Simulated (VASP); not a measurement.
Consider the following.

```xyz
8
Lattice="6.1226 0.0000 0.0000 0.0000 6.1226 0.0000 0.0000 0.0000 6.1226" Properties=species:S:1:pos:R:3 pbc="T T T"
Ga     0.0000     0.0000     0.0000
Ga     3.0613     3.0613     0.0000
Ga     3.0613     0.0000     3.0613
Sb     1.5358     1.5255     1.5255
Sb     4.5868     4.5971     1.5255
Sb     4.5868     1.5255     4.5971
Sb     1.5358     4.5971     4.5971
Al     0.0000     3.0613     3.0613
```

These are PBEsol GGA, VASP's PBE PAW potentials (set 64) (plane waves; VASP) values and carry that method's errors. Numerical set-up: 400 eV cut-off, Gaussian smearing of 0.050 eV, potentials Ga_d Sb Al.

Unless said otherwise, spin-orbit coupling is left out, though it shifts the bands of the heavy elements here.

What does the run give for the band gap (along the path) with the smallest direct gap where there is one?

```yaml
band gap (along the path): 0.29 eV
smallest direct gap (along the path): 0.29 eV
```

The structure was generated: AlGa3Sb4 was put into an ordered model structure (P-43m), which need not be its known phase. It was relaxed first.
